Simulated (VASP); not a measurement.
# Cu9Re: core-level shifts, part 4 of 4

Aim: how the core levels of Cu9Re differ from atom to atom, with and without the screening of the hole.

VASP 6.6.1, plane waves and PAW; the level of theory is named at each step.

So far. Step 4 (Core hole, atom Cu5): This is the reference for holes on Cu. Step 5 (Core hole, one more run): The run ended without an error. It holds 214 electrons, against 213 in the first hole run. The slip: CLNT naming another species than the marked atom; the marked atom keeps its electron, and any hole goes to all atoms of the species named. It isn't used below.

**6. Core hole, atom Cu4**

Level of this step: final-state core hole with the electron kept at the Fermi level, PBEsol; plane waves and PAW (Cu, Re, Cu) (VASP).

The same hole on the next atom.

The input, INCAR:

```
SYSTEM = Cu9Re
PREC = Normal
ENCUT = 330
EDIFF = 1E-05
NELM = 120
ISMEAR = 0
SIGMA = 0.1
LREAL = Auto
ALGO = Fast
GGA = PS
NBANDS = 131
LASPH = .TRUE.
LWAVE = .FALSE.
LCHARG = .FALSE.
KPAR = 2
NCORE = 4
ICORELEVEL = 2
CLNT = 1
CLN = 2
CLL = 1
CLZ = 1
ISIF = 0
```

The input, POSCAR:

```
Cu9Re
1.0
    5.1335952314      0.0000000000      0.0000000000
    2.5667976157      4.4458238832      0.0000000000
    0.0000000000      0.0000000000     22.3831259086
Cu Re Cu
1 2 17
Direct
    0.9919097687      0.5027088710      0.6859343860
    0.0010135053      0.9979729895      0.6793094478
    0.8323198277      0.3353603435      0.3206905522
    0.5047538544      0.9904922911      0.6853942409
    0.5053813603      0.5027088710      0.6859343860
    0.8335346858      0.3329306274      0.5903663846
    0.3341942281      0.3316115428      0.5939135958
    0.8332004925      0.8294403111      0.5903597730
    0.3373591954      0.8294403111      0.5903597730
    0.1666666670      0.1666666670      0.5000000000
    0.6666666670      0.1666666670      0.5000000000
    0.1666666670      0.6666666670      0.5000000000
    0.6666666670      0.6666666670      0.5000000000
    0.9997986472      0.0004027056      0.4096336154
    0.4991391049      0.0017217902      0.4060864042
    0.0001328405      0.5038930219      0.4096402270
    0.4959741376      0.5038930219      0.4096402270
    0.3285794786      0.3428410419      0.3146057591
    0.8414235643      0.8306244620      0.3140656140
    0.3279519727      0.8306244620      0.3140656140
```

The input, KPOINTS:

```
Automatic mesh
0
Gamma
5 5 1
0 0 0
```

The projector-augmented-wave data sets are Cu, Re and Cu (PBE family, release 64).

Command:

```console
mpirun -np 8 vasp_std
```

Output:

```text
[... set-up lines as in an earlier step ...]
 entering main loop
       N       E                     dE             d eps       ncg     rms          rms(c)
DAV:   1     0.162693212913E+04    0.16269E+04   -0.70185E+04  4201   0.166E+03
DAV:   2    -0.998505008005E+02   -0.17268E+04   -0.16699E+04  5109   0.549E+02
DAV:   3    -0.381957631117E+03   -0.28211E+03   -0.26162E+03  5225   0.241E+02
DAV:   4    -0.405394211798E+03   -0.23437E+02   -0.21646E+02  6644   0.963E+01
[...]
RMM:  31    -0.380410705469E+03   -0.26807E-04   -0.30043E-06  2392   0.821E-02    0.958E-03
RMM:  32    -0.380410716545E+03   -0.11076E-04   -0.10708E-06  2342   0.847E-02    0.114E-02
RMM:  33    -0.380410722959E+03   -0.64143E-05    0.13317E-06  2289   0.885E-02
   1 F= -.38041072E+03 E0= -.38037917E+03  d E =-.630978E-01
```

Wall time 3.2 min (8 MPI ranks of AMD EPYC 7R43, shared host); peak memory 1.4 GiB.

Parts of OUTCAR (step 6):

```text
 POSITION                                       TOTAL-FORCE (eV/Angst)
 -----------------------------------------------------------------------------------
      6.38242      2.23496     15.35336         0.195384     -0.112250      0.588056
      2.56680      4.43681     15.20507        -0.076953      0.016480      0.220755
      5.13360      1.49095      7.17806        -0.009373     -0.002024     -0.199093
      5.13360      4.40355     15.34127        -0.025100      0.082665     -0.123788
      3.88478      2.23496     15.35336        -0.089603     -0.036146     -0.161225
      5.13360      1.48015     13.21425        -0.088199     -0.059769     -0.198072
      2.56680      1.47429     13.29364         0.085273     -0.049983     -0.175862
      6.40632      3.68755     13.21410         0.000131      0.094397     -0.217029
      3.86087      3.68755     13.21410        -0.005716      0.001854      0.017800
      1.28340      0.74097     11.19156         0.197392     -0.004613      0.003559
      3.85020      0.74097     11.19156        -0.192921     -0.006032     -0.031715
      2.56680      2.96388     11.19156        -0.003102     -0.105931      0.116720
      5.13360      2.96388     11.19156         0.001655      0.109136     -0.118800
      5.13360      0.00179      9.16888        -0.000334     -0.001226      0.012485
[...]
-----------------------------------------------------------------------------------
    total drift:                                0.001399      0.000395      0.001529

  FREE ENERGIE OF THE ION-ELECTRON SYSTEM (eV)
  ---------------------------------------------------
  free  energy   TOTEN  =      -380.4107229591 eV

  energy  without entropy=     -380.3476251401  energy(sigma->0) =     -380.37917405

[... 2 parts as in an earlier step ...]

[... 1 further part left out ...]
[key lines of the parts left out:]
E-fermi :   0.9938
```

Against the hole on Cu5 the energy differs by +0.00 eV.

**7. Core hole, atom Cu6**

The same hole on the next atom.

INCAR is that of step 6.

POSCAR, as its differences from that of step 6:

```diff
@@ -8,3 +8,3 @@
 Direct
-    0.9919097687      0.5027088710      0.6859343860
+    0.8335346858      0.3329306274      0.5903663846
     0.0010135053      0.9979729895      0.6793094478
@@ -12,4 +12,4 @@
     0.5047538544      0.9904922911      0.6853942409
+    0.9919097687      0.5027088710      0.6859343860
     0.5053813603      0.5027088710      0.6859343860
-    0.8335346858      0.3329306274      0.5903663846
     0.3341942281      0.3316115428      0.5939135958
```

KPOINTS is that of step 6.

Command:

```console
mpirun -np 8 vasp_std
```

Output:

```text
[... set-up lines as in an earlier step ...]
 entering main loop
       N       E                     dE             d eps       ncg     rms          rms(c)
DAV:   1     0.162777479171E+04    0.16278E+04   -0.70017E+04  2871   0.166E+03
DAV:   2    -0.983028009396E+02   -0.17261E+04   -0.16679E+04  3537   0.552E+02
DAV:   3    -0.381995478560E+03   -0.28369E+03   -0.26308E+03  3630   0.241E+02
DAV:   4    -0.405298787039E+03   -0.23303E+02   -0.21577E+02  4628   0.960E+01
[...]
RMM:  31    -0.380144294651E+03   -0.28300E-04   -0.13294E-06  1631   0.108E-01    0.337E-02
RMM:  32    -0.380144306017E+03   -0.11367E-04    0.12302E-06  1608   0.112E-01    0.257E-02
RMM:  33    -0.380144310608E+03   -0.45903E-05   -0.19458E-07  1568   0.119E-01
   1 F= -.38014431E+03 E0= -.38011046E+03  d E =-.676943E-01
```

Elapsed: 2.3 min, on 8 MPI ranks; peak memory 1.2 GiB; 18 min of CPU time.

Parts of OUTCAR (step 7):

```text
 POSITION                                       TOTAL-FORCE (eV/Angst)
 -----------------------------------------------------------------------------------
      5.13360      1.48015     13.21425         0.000000      0.268285     -0.227148
      2.56680      4.43681     15.20507        -0.000000     -0.381628      0.906924
      5.13360      1.49095      7.17806         0.000000     -0.005250     -0.155004
      5.13360      4.40355     15.34127        -0.000000      0.081680     -0.156605
      6.38242      2.23496     15.35336         0.075450     -0.014767     -0.015317
      3.88478      2.23496     15.35336        -0.075450     -0.014767     -0.015317
      2.56680      1.47429     13.29364         0.000000     -0.025331      0.004420
      6.40632      3.68755     13.21410         0.006525      0.029577     -0.009235
      3.86087      3.68755     13.21410        -0.006525      0.029577     -0.009235
      1.28340      0.74097     11.19156         0.307592     -0.053014     -0.208466
      3.85020      0.74097     11.19156        -0.307592     -0.053014     -0.208466
      2.56680      2.96388     11.19156        -0.000000     -0.084769      0.114303
      5.13360      2.96388     11.19156         0.000000      0.173910     -0.231393
      5.13360      0.00179      9.16888         0.000000      0.003969      0.028957
[...]
-----------------------------------------------------------------------------------
    total drift:                               -0.000004      0.002401     -0.002401

  FREE ENERGIE OF THE ION-ELECTRON SYSTEM (eV)
  ---------------------------------------------------
  free  energy   TOTEN  =      -380.1443106077 eV

  energy  without entropy=     -380.0766162817  energy(sigma->0) =     -380.11046344

[... 2 parts as in an earlier step ...]

[... 1 further part left out ...]
[key lines of the parts left out:]
E-fermi :   0.9751
```

Against the hole on Cu5 the energy differs by +0.27 eV.

**8. Summary**

This step: core-level shifts, PBEsol; plane waves and PAW (VASP 6.6.1).

This step runs nothing: it gathers the runs above.

A positive shift is a higher binding energy. Cost is wall time times ranks on a shared host. Core-level shifts:

```
atom   region  shell  Kohn-Sham level below the Fermi level (eV)  initial-state shift (eV)  final-state shift (eV)  shifts are from  cost (core minutes)
 Cu5  layer 1     2p                                       915.8                         0                       0              Cu5                27.21
 Cu4  layer 1     2p                                       915.8                         0                 4.47e-5              Cu5                25.88
 Cu6  layer 2     2p                                         916                     0.183                  0.2688              Cu5                18.53
```

**9. Summary of results**

- Cu6 2p (layer 2), from Cu5: initial state +0.18 eV, final state +0.27 eV

Against Cu5, Cu6 is shifted by +0.18 eV in the initial state and by +0.27 eV with the hole (energies extrapolated to zero smearing). Cu4 has the level of the reference atom in both states, as equivalent sites do. Only these atoms were given a hole, so other sites aren't ranked. The difference of the two pictures holds the screening of the hole, but also the cell's limits: holes repeat 5.1 Å apart, and the electron from the core stays in the cell, where it moves the Fermi energy by +0.07 to +0.09 eV, less than the shifts themselves. Cell size, mesh and smearing weren't varied between the hole runs, and no dipole correction was applied to the slab. On their mesh the free atoms carry forces of up to 0.22 eV/Å, since the relaxation used another. The other core electrons are frozen, spin-orbit splitting and multiplets are absent, and only shifts between atoms of one element are meaningful. Not tabulated here, as repeats of values shown or as unfit to read for their mesh, reference level or band range: core levels (core hole, core hole with a fault).

[Lines on the potential files, build, host, timing and source positions are cut from VASP's logs without a mark.]

[Logs are printed without paths, hosts, clocks, repeated set-up lines and the standing remarks that a program may print on its own settings, such as how far it seeks lower states.]

[Hosts, paths, dates, database ids (printed as entryN), source tags and the programs' standing remarks are cut or masked in the printed files.]
